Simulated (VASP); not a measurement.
An input for Ansatz (written as the equivalent of a VASP run, and not itself run):

Ansatz 0.2 input:
```yaml
crystal:
  lattice:
    - [0.0000000, 2.5841628, 2.5841628]
    - [2.5841628, 0.0000000, 2.5841628]
    - [2.5841628, 2.5841628, 0.0000000]
  atoms:
    - { symbol: W, position: [0.0000000, 0.0000000, 0.0000000] }
    - { symbol: Se, position: [0.5000000, 0.5000000, 0.5000000] }
kpoints:
  mp_grid: { grid: [11, 11, 11] }
hamiltonian:
  xc: pbesol
  pseudopotentials: { kind: paw }
scf:
  occupations: { method: methfessel_paxton, width: 0.1 }
  max_iter: 100
relax:
  max_steps: 60
  f_tol: 0.01
  cell: {}
output: { forces: true, stress: true, eigenvalues: true }
```

Task: Translate this input to VASP (INCAR, KPOINTS, POSCAR, choice of POTCAR).

Result: One answer among several that fit: 
### POSCAR
```
WSe
1
   -0.0000000000     2.5841628056     2.5841628056
    2.5841628056     0.0000000000     2.5841628056
    2.5841628056     2.5841628056     0.0000000000
W Se
1 1
Direct
  0.0000000000   0.0000000000   0.0000000000
  0.5000000000   0.5000000000   0.5000000000
```

**INCAR**
```
SYSTEM = WSe
PREC = Accurate; ENCUT = 400; LREAL = .FALSE.
LASPH = .TRUE.
EDIFF = 1E-6; NELM = 100; ALGO = Normal
LMAXMIX = 6
ISMEAR = 1; SIGMA = 0.1
GGA = PS
IBRION = 2; NSW = 60; ISIF = 3
EDIFFG = -0.01
LWAVE = .FALSE.; LCHARG = .FALSE.
```

KPOINTS:
```
Automatic mesh
0
Gamma
11 11 11
0 0 0
```

POTCAR, in this order: W_sv Se (PBE.64 set). Program: vasp_std.

Limits of the translation: each code has its own PAW files, so the cut-off isn't converted (ENCUT is set for VASP's; basis.ecutwfc is left out, and Ansatz then takes the one that its files recommend); Ansatz stops its SCF on the density residual and VASP on the energy change (EDIFF).

The structure was generated: WSe was put into the rock salt type (Fm-3m), which need not be its known phase. It was relaxed first, which changed the volume by -39 %. The start is the result of an earlier pass.
